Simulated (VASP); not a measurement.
All values below come from HSE06 screened hybrid, VASP's PBE PAW potentials (set 64) (plane waves; VASP).

VASP ran on this input.

### KPOINTS
```
kpoints
0
gamma
 2 2 2
0 0 0
```

**INCAR**
```
ENCUT = 400
AEXX = 0.25
NELM = 100   ! most electronic steps
ISYM = 3
PRECFOCK = Fast
ISMEAR = 0
LCHARG = .False.
SYSTEM = CdS
LMAXMIX = 4   ! l cut-off of mixed one-centre charges
GGA = PE   ! PBE
LHFCALC = .True.
HFSCREEN = 0.2
SIGMA = 0.05
LREAL = .False.   ! projection in real space or not
ISIF = 2
EDIFF = 1E-6   ! SCF stop (eV)
ALGO = Normal   ! blocked Davidson
PREC = Accurate
LASPH = .True.   ! aspherical one-centre terms
LWAVE = .False.
```

### POSCAR
```
CdS
1
    2.1114000000    -3.6570520000     0.0000000000
    2.1114000000     3.6570520000     0.0000000000
    0.0000000000     0.0000000000     6.8544000000
Cd S
2 2
Direct
  0.6666670000   0.3333330000   0.5000000000
  0.3333330000   0.6666670000   0.0000000000
  0.6666670000   0.3333330000   0.8770000000
  0.3333330000   0.6666670000   0.3770000000
```

POTCAR, in this order: Cd S (PBE.64 set). Program: vasp_std.

Output

File OSZICAR:
```
       N       E                     dE             d eps       ncg     rms          rms(c)
DAV:   1    -0.207230238630E+04   -0.20723E+04   -0.15831E+04   176   0.121E+03
DAV:   2    -0.228307638584E+04   -0.21077E+03   -0.20808E+03   206   0.323E+02
DAV:   3    -0.229427902482E+04   -0.11203E+02   -0.11181E+02   194   0.737E+01
DAV:   4    -0.229440897003E+04   -0.12995E+00   -0.12989E+00   218   0.753E+00
DAV:   5    -0.159428992215E+02    0.22785E+04   -0.17972E+01   176   0.512E+01    0.126E+01
DAV:   6    -0.145573360358E+02    0.13856E+01   -0.36078E+00   194   0.125E+01    0.893E+00
DAV:   7    -0.145677562354E+02   -0.10420E-01   -0.12642E+00   194   0.552E+00    0.685E+00
DAV:   8    -0.145926688057E+02   -0.24913E-01   -0.86743E-02   200   0.179E+00    0.410E+00
DAV:   9    -0.145839381379E+02    0.87307E-02   -0.65596E-03   206   0.576E-01    0.218E+00
DAV:  10    -0.145818574246E+02    0.20807E-02   -0.50669E-03   200   0.363E-01    0.107E+00
DAV:  11    -0.145817153645E+02    0.14206E-03   -0.10441E-03   206   0.195E-01    0.547E-01
DAV:  12    -0.145817526982E+02   -0.37334E-04   -0.23882E-04   200   0.118E-01    0.300E-01
DAV:  13    -0.145818261322E+02   -0.73434E-04   -0.11017E-04   200   0.788E-02    0.169E-01
DAV:  14    -0.145818875430E+02   -0.61411E-04   -0.45346E-05   194   0.485E-02    0.980E-02
DAV:  15    -0.145819259070E+02   -0.38364E-04   -0.17014E-05   194   0.290E-02    0.593E-02
DAV:  16    -0.145819473213E+02   -0.21414E-04   -0.72449E-06   194   0.183E-02    0.380E-02
DAV:  17    -0.145819587814E+02   -0.11460E-04   -0.33127E-06   164   0.119E-02    0.245E-02
DAV:  18    -0.145819647830E+02   -0.60016E-05   -0.16628E-06   162   0.828E-03    0.171E-02
DAV:  19    -0.145819678847E+02   -0.31017E-05   -0.75604E-07   140   0.544E-03    0.118E-02
DAV:  20    -0.145819694856E+02   -0.16009E-05   -0.39407E-07   130   0.395E-03    0.830E-03
DAV:  21    -0.145819702826E+02   -0.79693E-06   -0.18737E-07   124   0.269E-03
   1 F= -.14581970E+02 E0= -.14581970E+02  d E =-.221631E-14
```

### OUTCAR
```
------------------------ aborting loop because EDIFF is reached ----------------------------------------
  FORCE on cell =-STRESS in cart. coord.  units (eV):
  Direction    XX          YY          ZZ          XY          YZ          ZX
  --------------------------------------------------------------------------------------
  Total        0.0076794      0.0076794     -1.9385748      0.0000000      0.0000000      0.0000000
  in kB        0.1162349      0.1162349    -29.3421583      0.0000000      0.0000000      0.0000000
  external PRESSURE =      -9.7032295 kB  Pullay stress =       0.0000000 kB
  volume of cell :      105.85
      direct lattice vectors                 reciprocal lattice vectors
     2.111400000 -3.657052000  0.000000000     0.236809700 -0.136722147  0.000000000
     2.111400000  3.657052000  0.000000000     0.236809700  0.136722147  0.000000000
     0.000000000  0.000000000  6.854400000     0.000000000  0.000000000  0.145891690
  FREE ENERGIE OF THE ION-ELECTRON SYSTEM (eV)
  ---------------------------------------------------
  free  energy   TOTEN  =       -14.5819702826 eV

  energy  without entropy=      -14.5819702826  energy(sigma->0) =      -14.58197028

  exchange ACFDT corr.  =         0.00000000  see jH, gK, PRB 81, 115126
```
(Selected blocks of OUTCAR.)

**OUTCAR**
```
 val. band max:        0.2530176766   @ k =   0.0000   0.0000   0.0000

 cond. band min:       2.3695930862   @ k =   0.0000   0.0000   0.0000


 Fermi energy:         0.5180431191

 k-point     1 :       0.0000    0.0000    0.0000
  band No.  band energies     occupation
      1     -12.8759      2.00000
      2     -12.4756      2.00000
      3      -8.5405      2.00000
      4      -8.5357      2.00000
      5      -8.5357      2.00000
      6      -8.4641      2.00000
      7      -8.4641      2.00000
      8      -8.1936      2.00000
      9      -8.1936      2.00000
     10      -8.1235      2.00000
     11      -8.1235      2.00000
     12      -7.7708      2.00000
     13      -4.0472      2.00000
     14      -0.5629      2.00000
     15      -0.5629      2.00000
     16       0.1773      2.00000
     17       0.1773      2.00000
     18       0.2530      2.00000
     19       2.3696      0.00000
     20       4.0525      0.00000
     21       7.8290      0.00000
     22       7.8291      0.00000

 k-point     2 :       0.5000   -0.0000    0.0000
  band No.  band energies     occupation
      1     -12.4951      2.00000
      2     -12.3717      2.00000
      3      -8.4497      2.00000
      4      -8.4411      2.00000
      5      -8.2944      2.00000
      6      -8.2775      2.00000
      7      -8.2762      2.00000
      8      -8.2193      2.00000
      9      -8.1376      2.00000
     10      -8.0919      2.00000
     11      -7.8083      2.00000
     12      -7.6565      2.00000
     13      -3.8323      2.00000
     14      -3.2262      2.00000
     15      -2.3147      2.00000
     16      -1.6145      2.00000
     17      -0.9718      2.00000
     18      -0.5235      2.00000
     19       4.9622      0.00000
     20       5.1585      0.00000
     21       6.3359      0.00000
     22       7.6994      0.00000

 k-point     3 :       0.0000    0.0000    0.5000
  band No.  band energies     occupation
      1     -12.6692      2.00000
...
```

The compound is CdS in the wurtzite structure. The cell was not relaxed at this level. The k-mesh is coarse (spacing up to 0.86 per Å, 2π included), so the numbers may not be converged in it.
